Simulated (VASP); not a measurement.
# Li2P (Fm-3m) in VASP: notebook, part 2 of 2

VASP 6.6.1.

### Step 3. Relaxation of the atoms, PBE

Input file INCAR:

```
SYSTEM = Li2P
ALGO     = Fast           ! electronic algorithm
EDIFF    = 1E-6           ! SCF threshold, eV
EDIFFG   = -0.03          ! ionic threshold
ENCUT    = 520            ! plane-wave cutoff, eV
GGA      = PE             ! functional
IBRION   = 2              ! ionic algorithm
ISIF     = 2              ! what is computed and relaxed
ISMEAR   = -1             ! smearing method
LASPH    = .True.         ! aspherical terms in the spheres
LCHARG   = .False.        ! write CHGCAR
LREAL    = .False.        ! projectors in reciprocal space
LWAVE    = .False.        ! write WAVECAR
NELM     = 100            ! most SCF steps
NSW      = 80             ! ionic steps
PREC     = Accurate       ! precision mode
SIGMA    = 0.1            ! smearing width, eV
```

Input file KPOINTS:

```
k-points
0
Gamma
  11 11 11
  0 0 0
```

Input file POSCAR:

```
Li2P
1.0
    0.0000000000      2.5431000000      2.5431000000
    2.5431000000      0.0000000000      2.5431000000
    2.5431000000      2.5431000000      0.0000000000
P Li
1 2
Direct
    0.0000000000      0.0000000000      0.0000000000
    0.2500000000      0.2500000000      0.2500000000
    0.7500000000      0.7500000000      0.7500000000
```

Potentials or basis: VASP PAW PBE potentials, release 64 (P, Li_sv).

Run with:

```
> cat potpaw_PBE.64/P/POTCAR potpaw_PBE.64/Li_sv/POTCAR > POTCAR
> mpirun -np 1 vasp_std > vasp.out
```

OUTCAR:

```text
SYSTEM = Li2P
   EDIFF = 1E-6
   EDIFFG = -0.03
   ENCUT = 520
   GGA = PE
   IBRION = 2
   ISIF = 2
   ISMEAR = -1
   LASPH = .True.
   LREAL = .False.
   NELM = 100
   NSW = 80
   PREC = Accurate

 ion  position               nearest neighbor table
   1  0.000  0.000  0.000-   3 2.20   3 2.20   3 2.20   2 2.20   3 2.20   2 2.20   2 2.20   2 2.20

   2  0.250  0.250  0.250-   1 2.20   1 2.20   1 2.20   1 2.20   3 2.54   3 2.54   3 2.54   3 2.54
                             3 2.54   3 2.54
   3  0.750  0.750  0.750-   1 2.20   1 2.20   1 2.20   1 2.20   2 2.54   2 2.54   2 2.54   2 2.54
                             2 2.54   2 2.54

  LATTYP: Found a face centered cubic cell.
 ALAT       =     5.0862000000

  Lattice vectors:

 A1 = (   0.0000000000,   2.5431000000,   2.5431000000)
 A2 = (   2.5431000000,   0.0000000000,   2.5431000000)
 A3 = (   2.5431000000,   2.5431000000,   0.0000000000)

Analysis of symmetry for initial positions (statically):
=====================================================================
 Subroutine PRICEL returns:
 Original cell was already a primitive cell.

 Routine SETGRP: Setting up the symmetry group for a
 face centered cubic supercell.

 Subroutine GETGRP returns: Found 48 space group operations
 (whereof 48 operations were pure point group operations)
 out of a pool of 48 trial point group operations.

The static configuration has the point symmetry O_h .

Analysis of symmetry for dynamics (positions and initial velocities):
=====================================================================
 Subroutine PRICEL returns:
 Original cell was already a primitive cell.

 Routine SETGRP: Setting up the symmetry group for a
 face centered cubic supercell.

 Subroutine GETGRP returns: Found 48 space group operations
 (whereof 48 operations were pure point group operations)
 out of a pool of 48 trial point group operations.

The dynamic configuration has the point symmetry O_h .

 Subroutine INISYM returns: Found 48 space group operations
[... 127 lines left out ...]
   IVDW    =     0    specifies the selected vdW correction
   LEPSILON=     F    determine dielectric tensor
   LRPA    =     F    only Hartree local field effects (RPA)
 conjugate gradient relaxation of ions
 non-spin polarized calculation
 RMM-DIIS sequential band-by-band and
  energy-cutoff  :      520.00
  volume of cell :       32.89
 maximum number of plane-waves:       905
   NGX = 13   NGY = 13   NGZ = 13

 number of electron      10.9999996 magnetization

 Free energy of the ion-electron system (eV)
  ---------------------------------------------------
  ext. energy  EPLUGINS =         0.00000000
  ---------------------------------------------------
  free energy    TOTEN  =        -9.11800084 eV

  energy without entropy =       -9.07144116  energy(sigma->0) =       -9.09472100

 E-fermi :   4.5253     XC(G=0): -10.0078

 val. band max:        4.4819300345   @ k =  -0.3636   0.1818   0.0000
 cond. band min:       4.5361127022   @ k =   0.4545   0.0909   0.0000
 fundamental gap:      0.0541826678
 Fermi energy:         4.5252695395

 k-point     1 :       0.0000    0.0000    0.0000
  band No.  band energies     occupation
      1     -39.5407      2.00000
      2     -39.3820      2.00000
      3      -5.7715      2.00000
      4       5.9629      0.00000
      5       5.9629      0.00000
      6       5.9629      0.00000
      7       9.9795      0.00000
      8       9.9795      0.00000
      9       9.9798      0.00000
[... 265 lines left out ...]
 k-point    24 :      -0.1818    0.1818    0.0000
  band No.  band energies     occupation
      1     -39.5063      2.00000
      2     -39.4100      2.00000
      3      -5.1191      2.00000
      4       2.6248      2.00000
      5       3.8773      1.99694
      6       5.3528      0.00051
      7      11.3119      0.00000
      8      11.3964      0.00000
      9      12.8971      0.00000

 [... further k-points ...]

------------------------ aborting loop because EDIFF is reached ----------------------------------------

  FORCE on cell =-STRESS in cart. coord.  units (eV):
  Direction    XX          YY          ZZ          XY          YZ          ZX
  --------------------------------------------------------------------------------------
  -------------------------------------------------------------------------------------
  Total        6.7339626      6.7339626      6.7339626     -0.0000000      0.0000000     -0.0000000
  in kB      327.9902773    327.9902773    327.9902773     -0.0000000      0.0000000     -0.0000000
  external PRESSURE =     327.9902773 kB  Pullay stress =       0.0000000 kB

 VOLUME and BASIS-vectors are now :
 -----------------------------------------------------------------------------
  energy-cutoff  :      520.00
  volume of cell :       32.89
      direct lattice vectors                 reciprocal lattice vectors
     0.000000000  2.543100000  2.543100000    -0.196610436  0.196610436  0.196610436
     2.543100000  0.000000000  2.543100000     0.196610436 -0.196610436  0.196610436
     2.543100000  2.543100000  0.000000000     0.196610436  0.196610436 -0.196610436

 POSITION                                       TOTAL-FORCE (eV/Angst)
 -----------------------------------------------------------------------------------
      0.00000      0.00000      0.00000         0.000000      0.000000      0.000000
      1.27155      1.27155      1.27155         0.000000      0.000000      0.000000
      3.81465      3.81465      3.81465        -0.000000     -0.000000     -0.000000
 -----------------------------------------------------------------------------------
    total drift:                                0.000000      0.000000      0.000000

  FREE ENERGIE OF THE ION-ELECTRON SYSTEM (eV)
  ---------------------------------------------------
  free  energy   TOTEN  =        -9.1180008357 eV

  energy  without entropy=       -9.0714411585  energy(sigma->0) =       -9.09472100

 reached required accuracy - stopping structural energy minimisation
```

Wall time 22 s (1 thread of Intel Xeon Platinum 8488C (Sapphire Rapids), shared host); peak memory 0.15 GiB.

Results:

```
Free energy            : -9.1180 eV
Band gap on the k mesh : none (metal or under the smearing width)
```

Final structure:
```xyz
3
Lattice="0.0000 2.5431 2.5431 2.5431 0.0000 2.5431 2.5431 2.5431 0.0000" Properties=species:S:1:pos:R:3 pbc="T T T"
P     0.0000    0.0000    0.0000
Li    1.2715    1.2715    1.2715
Li    3.8146    3.8146    3.8146
```

Levels at points of the mesh, in eV from the Fermi level:
| k point | band 2 | band 3 | band 4 | band 5 | band 6 | band 7 | band 8 | band 9 |
| --- | --- | --- | --- | --- | --- | --- | --- | --- |
| (0.00, 0.00, 0.00) | -43.91 | -10.30 | 1.44 | 1.44 | 1.44 | 5.45 | 5.45 | 5.45 |

Caveat: the cutoff is under 1.25 times the usual one of these potentials, so pressure, stress and relaxed cells hold a basis-set (Pulay) error; the relaxation stopped at its first step, so nothing moved; a pressure of tens of GPa on the cell as given is suspect, and the run, the potentials or the cell itself is likely at fault.
